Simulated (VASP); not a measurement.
All values below come from PBE GGA with D4 dispersion, VASP's PBE PAW potentials (set 64) (plane waves; VASP).

VASP input:

File POSCAR:
```
LiCl
5.0849210
  0.0000000000   0.5000000385   0.5000000385
  0.5000000385   0.0000000000   0.5000000385
  0.5000000385   0.5000000385   0.0000000000
Li Cl
1 1
Cartesian
  0.0000000000   0.0000000000   0.0000000000
  0.5000000385   0.5000000385   0.5000000385
```

**KPOINTS**
```
Automatic mesh
0
Gamma
10 10 10
0 0 0
```

**INCAR**
```
# general
SYSTEM=LiCl
PREC  =Accurate
ENCUT =520
LREAL =.FALSE.
LASPH =.TRUE.

# electronic loop
EDIFF =1E-7
NELM  =100
ALGO  =Normal

# smearing
ISMEAR=-5

# functional
GGA   =PE
IVDW  =13

# ions
ISIF  =2

# output
LWAVE =.FALSE.
LCHARG=.TRUE.
LORBIT=11
NEDOS =601
```

POTCAR, in this order: Li_sv Cl (PBE.64 set). Program: vasp_std.

Output of the run:

**OUTCAR**
```
 ion  position               nearest neighbor table
   1  0.000  0.000  0.000-   2 2.54   2 2.54   2 2.54   2 2.54   2 2.54   2 2.54
   2  0.500  0.500  0.500-   1 2.54   1 2.54   1 2.54   1 2.54   1 2.54   1 2.54
  LATTYP: Found a face centered cubic cell.
 ALAT       =     5.0849213916
 Subroutine PRICEL returns:
 Original cell was already a primitive cell.
 Subroutine GETGRP returns: Found 48 space group operations
The static configuration has the point symmetry O_h .
The dynamic configuration has the point symmetry O_h .
 Subroutine INISYM returns: Found 48 space group operations
 Subroutine IBZKPT returns following result:
 Found     47 irreducible k-points:

 Following reciprocal coordinates:
            Coordinates               Weight
  0.000000  0.000000  0.000000      1.000000
  0.100000  0.000000  0.000000      8.000000
  0.200000  0.000000  0.000000      8.000000
  0.300000  0.000000  0.000000      8.000000
  0.400000  0.000000  0.000000      8.000000
  0.500000  0.000000  0.000000      4.000000
  0.100000  0.100000  0.000000      6.000000
  0.200000  0.100000  0.000000     24.000000
  0.300000  0.100000  0.000000     24.000000
...
```

OSZICAR:
```
       N       E                     dE             d eps       ncg     rms          rms(c)
DAV:   1     0.427335151873E+02    0.42734E+02   -0.43427E+03   846   0.103E+03
DAV:   2    -0.554315155995E+01   -0.48277E+02   -0.47808E+02  1136   0.162E+02
DAV:   3    -0.740370482973E+01   -0.18606E+01   -0.18583E+01  1061   0.380E+01
DAV:   4    -0.744347680899E+01   -0.39772E-01   -0.39719E-01  1257   0.553E+00
DAV:   5    -0.744372257590E+01   -0.24577E-03   -0.24576E-03  1113   0.458E-01    0.242E+00
DAV:   6    -0.737560016166E+01    0.68122E-01   -0.16612E-01   933   0.238E+00    0.174E+00
DAV:   7    -0.737706535768E+01   -0.14652E-02   -0.56971E-02  1205   0.156E+00    0.927E-01
DAV:   8    -0.738116805701E+01   -0.41027E-02   -0.87842E-03   953   0.782E-01    0.138E-01
DAV:   9    -0.738115598924E+01    0.12068E-04   -0.32123E-04  1137   0.159E-01    0.388E-02
DAV:  10    -0.738121485902E+01   -0.58870E-04   -0.10057E-04   925   0.921E-02    0.157E-02
DAV:  11    -0.738122029192E+01   -0.54329E-05   -0.41765E-06  1256   0.209E-02    0.637E-03
DAV:  12    -0.738122152878E+01   -0.12369E-05   -0.48231E-07   957   0.654E-03    0.186E-03
DAV:  13    -0.738122099079E+01    0.53798E-06   -0.64842E-08   659   0.253E-03    0.763E-04
DAV:  14    -0.738122098029E+01    0.10503E-07   -0.87775E-09   452   0.938E-04
   1 F= -.76314570E+01 E0= -.76314570E+01  d E =0.000000E+00
```

### OUTCAR
```
------------------------ aborting loop because EDIFF is reached ----------------------------------------
  Edisp (eV):   -0.25024
  FORCE on cell =-STRESS in cart. coord.  units (eV):
  Direction    XX          YY          ZZ          XY          YZ          ZX
  --------------------------------------------------------------------------------------
  Total      -0.00931    -0.00931    -0.00931    -0.00000    -0.00000     0.00000
  in kB      -0.45381    -0.45381    -0.45381    -0.00000    -0.00000     0.00000
  external pressure =       -0.45 kB  Pullay stress =        0.00 kB
  volume of cell :       32.87
      direct lattice vectors                 reciprocal lattice vectors
     0.000000000  2.542460696  2.542460696    -0.196659874  0.196659874  0.196659874
     2.542460696  0.000000000  2.542460696     0.196659874 -0.196659874  0.196659874
     2.542460696  2.542460696  0.000000000     0.196659874  0.196659874 -0.196659874
  FREE ENERGIE OF THE ION-ELECTRON SYSTEM (eV)
  ---------------------------------------------------
  free  energy   TOTEN  =        -7.6314570288 eV

  energy  without entropy=       -7.6314570288  energy(sigma->0) =       -7.63145703

 total charge

# of ion       s       p       d       tot
------------------------------------------
    1        2.007   0.036   0.000   2.043
    2        1.590   3.598   0.000   5.188
--------------------------------------------------
tot          3.597   3.634   0.000   7.231
```
(Selected blocks of OUTCAR.)

### OUTCAR
```
 val. band max:        0.7799764516   @ k =  -0.1000   0.1000   0.0000

 cond. band min:       7.2734886261   @ k =   0.0000   0.0000   0.0000


 Fermi energy:         0.8507277748

 k-point     1 :       0.0000    0.0000    0.0000
  band No.  band energies     occupation
      1     -42.6985      2.00000
      2     -12.7111      2.00000
      3       0.7794      2.00000
      4       0.7794      2.00000
      5       0.7794      2.00000
      6       7.2735      0.00000
      7      12.7389      0.00000
      8      12.7389      0.00000
      9      12.7389      0.00000

 k-point     2 :       0.1000    0.0000    0.0000
  band No.  band energies     occupation
      1     -42.6983      2.00000
      2     -12.6593      2.00000
      3       0.4158      2.00000
      4       0.7512      2.00000
      5       0.7512      2.00000
      6       7.5936      0.00000
      7      12.1591      0.00000
      8      12.7514      0.00000
      9      12.7514      0.00000

 k-point     3 :       0.2000    0.0000    0.0000
  band No.  band energies     occupation
      1     -42.6975      2.00000
      2     -12.5186      2.00000
      3      -0.4078      2.00000
      4       0.6802      2.00000
      5       0.6802      2.00000
      6       8.0684      0.00000
      7      11.6973      0.00000
      8      11.9960      0.00000
      9      11.9961      0.00000

 k-point     4 :       0.3000    0.0000    0.0000
  band No.  band energies     occupation
      1     -42.6965      2.00000
      2     -12.3327      2.00000
      3      -1.2759      2.00000
      4       0.5978      2.00000
      5       0.5978      2.00000
      6       8.0016      0.00000
      7      11.0812      0.00000
      8      11.0812      0.00000
      9      12.3198      0.00000

 k-point     5 :       0.4000    0.0000    0.0000
  band No.  band energies     occupation
      1     -42.6957      2.00000
      2     -12.1711      2.00000
      3      -1.9087      2.00000
...
```

The compound is LiCl in the rock salt structure. It was relaxed first.
